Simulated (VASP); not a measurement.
Computed with PBE GGA, VASP's PBE PAW potentials (set 64) (plane waves; VASP).

A VASP calculation is set up with these files.

### INCAR
```
SYSTEM = I
PREC = Accurate
ENCUT = 300
EDIFF = 1E-6
NELM = 100
ALGO = Normal
LREAL = .FALSE.
LASPH = .TRUE.
ISMEAR = 0
SIGMA = 0.272
GGA = PE
LMAXMIX = 4
LWAVE = .FALSE.
LCHARG = .FALSE.
ISIF = 2
LDIPOL = .TRUE.
IDIPOL = 3
DIPOL = 0.5 0.5 0.5
```

File POSCAR:
```
I
1
    4.8819680000     0.0000000000     0.0000000000
    0.0000000000     9.9779680000     0.0000000000
    0.0000000000     0.0000000000    11.6350090000
I
8
Direct
  0.8460000000   0.8830000000   0.6562100000
  0.6540000000   0.3830000000   0.6562100000
  0.3460000000   0.6170000000   0.6562100000
  0.1540000000   0.1170000000   0.6562100000
  0.3460000000   0.8830000000   0.3437900000
  0.1540000000   0.3830000000   0.3437900000
  0.8460000000   0.6170000000   0.3437900000
  0.6540000000   0.1170000000   0.3437900000
```

KPOINTS:
```
Automatic mesh
0
gamma
7 4 1
0 0 0
```

POTCAR, in this order: I (PBE.64 set). Program: vasp_std.

The resulting files:

OUTCAR:
```
 ion  position               nearest neighbor table
   1  0.846  0.883  0.656-   4 2.78
   2  0.654  0.383  0.656-   3 2.78
   3  0.346  0.617  0.656-   2 2.78
   4  0.154  0.117  0.656-   1 2.78
   5  0.346  0.883  0.344-   8 2.78
   6  0.154  0.383  0.344-   7 2.78
   7  0.846  0.617  0.344-   6 2.78
   8  0.654  0.117  0.344-   5 2.78
  LATTYP: Found a simple orthorhombic cell.
 ALAT       =     4.8819680000
 B/A-ratio  =     2.0438413361
 C/A-ratio  =     2.3832620369
 Subroutine PRICEL returns:
 Original cell was already a primitive cell.
 Subroutine GETGRP returns: Found  8 space group operations
The static configuration has the point symmetry C_2 .
 The point group associated with its full space group is D_2h.
The dynamic configuration has the point symmetry C_2 .
 Subroutine INISYM returns: Found  8 space group operations
 Subroutine IBZKPT returns following result:
 Found     12 irreducible k-points:

 Following reciprocal coordinates:
            Coordinates               Weight
  0.000000  0.000000  0.000000      1.000000
  0.142857  0.000000  0.000000      2.000000
  0.285714  0.000000  0.000000      2.000000
  0.428571  0.000000  0.000000      2.000000
  0.000000  0.250000  0.000000      2.000000
  0.142857  0.250000  0.000000      4.000000
  0.285714  0.250000  0.000000      4.000000
  0.428571  0.250000  0.000000      4.000000
  0.000000  0.500000  0.000000      1.000000
  0.142857  0.500000  0.000000      2.000000
  0.285714  0.500000  0.000000      2.000000
  0.428571  0.500000  0.000000      2.000000
   k-points           NKPTS =     12   k-points in BZ     NKDIM =     12   number of bands    NBANDS=     33
   number of dos      NEDOS =    301   number of ions     NIONS =      8
   total plane-waves  NPLWV = 109760
   dimension x,y,z NGX =    28 NGY =   56 NGZ =   70
   dimension x,y,z NGXF=    56 NGYF=  112 NGZF=  140
   ions per type =               8
   PREC   = accura    normal or accurate (medium, high low for compatibility)
   ISTART =      0    job   : 0-new  1-cont  2-samecut
   ICHARG =      2    charge: 1-file 2-atom 10-const
   ISPIN  =      1    spin polarized calculation?
   LNONCOLLINEAR =      F non collinear calculations
   LSORBIT =      F    spin-orbit coupling
   INIWAV =      1    electr: 0-lowe 1-rand  2-diag
   ENCUT  =  300.0 eV  22.05 Ry    4.70 a.u.   6.89 14.09 16.43*2*pi/ulx,y,z
   NELM   =    100;   NELMIN=  2; NELMDL= -5     # of ELM steps
   EDIFF  = 0.1E-05   stopping-criterion for ELM
   LREAL  =      F    real-space projection
   NLSPLINE    = F    spline interpolate recip. space projectors
   LMAXMIX     =    4 max onsite mixed and CHGCAR
   VOSKOWN=      0    Vosko Wilk Nusair interpolation
   EDIFFG = 0.1E-04   stopping-criterion for IOM
   NSW    =      0    number of steps for IOM
   NBLOCK =      1;   KBLOCK =      1    inner block; outer block
   IBRION =     -1    ionic relax: 0-MD 1-quasi-New 2-CG
   NFREE  =      0    steps in history (QN), initial steepest desc. (CG)
   ISIF   =      2    stress and relaxation
   ISYM   =      2    0-nonsym 1-usesym 2-fastsym
   TEIN   =    0.0    initial temperature
   TEBEG  =    0.0;   TEEND  =   0.0 temperature during run
   SMASS  =  -3.00    Nose mass-parameter (am)
   PSTRESS=    0.0 pullay stress
   NELECT =      56.0000    total number of electrons
   EFERMI =   0.00;   METHOD = LEGACY
   ISMEAR =     0;   SIGMA  =   0.27  broadening in eV -4-tet -1-fermi 0-gaus
   IALGO  =     38    algorithm
   LDIAG  =      T    sub-space diagonalisation (order eigenvalues)
   IMIX   =      4    mixing-type and parameters
     AMIX     =   0.40;   BMIX     =  1.00
...
```

### OSZICAR
```
       N       E                     dE             d eps       ncg     rms          rms(c)
DAV:   1     0.337147946461E+03    0.33715E+03   -0.14356E+04   792   0.827E+02
DAV:   2     0.267964592719E+02   -0.31035E+03   -0.30745E+03  1125   0.174E+02
DAV:   3    -0.112456637162E+02   -0.38042E+02   -0.37934E+02   973   0.709E+01
DAV:   4    -0.124411496618E+02   -0.11955E+01   -0.11937E+01   905   0.154E+01
DAV:   5    -0.124581572180E+02   -0.17008E-01   -0.17006E-01   903   0.231E+00    0.114E+01
DAV:   6    -0.120816896273E+02    0.37647E+00   -0.33456E-01   802   0.235E+00    0.787E+00
DAV:   7    -0.119704425229E+02    0.11125E+00   -0.83865E-01   807   0.373E+00    0.935E-01
DAV:   8    -0.119497345273E+02    0.20708E-01   -0.11803E-01   797   0.145E+00    0.393E-01
DAV:   9    -0.119502947460E+02   -0.56022E-03   -0.31573E-03   880   0.273E-01    0.183E-01
DAV:  10    -0.119509808107E+02   -0.68606E-03   -0.42894E-04   836   0.951E-02    0.489E-02
DAV:  11    -0.119513751576E+02   -0.39435E-03   -0.90654E-05   830   0.387E-02    0.197E-02
DAV:  12    -0.119525460317E+02   -0.11709E-02   -0.38225E-04   804   0.623E-02    0.346E-02
DAV:  13    -0.119530231181E+02   -0.47709E-03   -0.13265E-04   885   0.324E-02    0.260E-02
DAV:  14    -0.119530867785E+02   -0.63660E-04   -0.18952E-05   739   0.151E-02    0.118E-02
DAV:  15    -0.119530886150E+02   -0.18364E-05   -0.14464E-06   425   0.497E-03    0.837E-03
DAV:  16    -0.119530894245E+02   -0.80950E-06   -0.65306E-07   414   0.360E-03
   1 F= -.11953089E+02 E0= -.11952717E+02  d E =-.744850E-03
```

File OUTCAR:
```
------------------------ aborting loop because EDIFF is reached ----------------------------------------
  FORCE on cell =-STRESS in cart. coord.  units (eV):
  Direction    XX          YY          ZZ          XY          YZ          ZX
  --------------------------------------------------------------------------------------
  Total       -1.6455440     -2.5630716      1.2615765      0.0000000      0.0000000      0.0000000
  in kB       -4.6517495     -7.2454867      3.5663209      0.0000000      0.0000000      0.0000000
  external PRESSURE =      -2.7769718 kB  Pullay stress =       0.0000000 kB
  volume of cell :      566.77
      direct lattice vectors                 reciprocal lattice vectors
     4.881968000  0.000000000  0.000000000     0.204835427  0.000000000  0.000000000
     0.000000000  9.977968000  0.000000000     0.000000000  0.100220806  0.000000000
     0.000000000  0.000000000 11.635009000     0.000000000  0.000000000  0.085947505
 POSITION                                       TOTAL-FORCE (eV/Angst)
 -----------------------------------------------------------------------------------
      4.13014      8.81055      7.63501         0.053109     -0.133969      0.085744
      3.19281      3.82156      7.63501        -0.053109     -0.133969      0.085744
      1.68916      6.15641      7.63501         0.053109      0.133969      0.085744
      0.75182      1.16742      7.63501        -0.053109      0.133969      0.085744
      1.68916      8.81055      4.00000         0.053109     -0.133969     -0.085744
      0.75182      3.82156      4.00000        -0.053109     -0.133969     -0.085744
      4.13014      6.15641      4.00000         0.053109      0.133969     -0.085744
      3.19281      1.16742      4.00000        -0.053109      0.133969     -0.085744
 -----------------------------------------------------------------------------------
    total drift:                               -0.000000      0.000000      0.000000
  FREE ENERGIE OF THE ION-ELECTRON SYSTEM (eV)
  ---------------------------------------------------
  free  energy   TOTEN  =       -11.9530894245 eV

  energy  without entropy=      -11.9523445746  energy(sigma->0) =      -11.95271700
```
(Selected blocks of OUTCAR.)

### OUTCAR
```
 val. band max:       -1.0470412008   @ k =   0.0000   0.0000   0.0000

 cond. band min:       0.1243829112   @ k =   0.0000   0.0000   0.0000


 Fermi energy:        -0.4615295675

 k-point     1 :       0.0000    0.0000    0.0000
  band No.  band energies     occupation
      1     -14.0975      2.00000
      2     -13.9417      2.00000
      3     -13.6630      2.00000
      4     -13.5525      2.00000
      5     -12.3855      2.00000
      6     -12.2610      2.00000
      7     -11.5954      2.00000
      8     -11.5757      2.00000
      9      -5.0981      2.00000
     10      -4.9555      2.00000
     11      -4.2047      2.00000
     12      -4.0462      2.00000
     13      -3.7749      2.00000
     14      -3.1230      2.00000
     15      -2.9348      2.00000
     16      -2.7025      2.00000
     17      -2.6821      2.00000
     18      -2.6737      2.00000
     19      -2.6708      2.00000
     20      -2.4649      2.00000
     21      -2.1843      2.00000
     22      -2.0555      2.00000
     23      -2.0376      2.00000
     24      -1.6265      2.00000
     25      -1.5418      2.00000
     26      -1.4287      2.00000
     27      -1.1703      1.99977
     28      -1.0470      1.99767
     29       0.1244      0.00232
     30       0.1725      0.00098
     31       0.6725      0.00000
     32       0.8555      0.00000
     33       3.7929      0.00000

 k-point     2 :       0.1429    0.0000    0.0000
  band No.  band energies     occupation
      1     -14.0554      2.00000
      2     -13.9093      2.00000
      3     -13.6556      2.00000
      4     -13.5586      2.00000
      5     -12.3567      2.00000
      6     -12.2398      2.00000
      7     -11.6450      2.00000
      8     -11.6354      2.00000
      9      -5.1056      2.00000
     10      -4.9832      2.00000
     11      -4.3231      2.00000
     12      -4.1768      2.00000
     13      -3.7072      2.00000
     14      -3.2326      2.00000
     15      -3.2065      2.00000
...
```

The cell holds a wide vacuum, so values per volume refer to the whole cell. Unless said otherwise, spin-orbit coupling is left out, though it shifts the bands of the heavy elements here.

The cell is a sheet with vacuum, built from a generated structure.
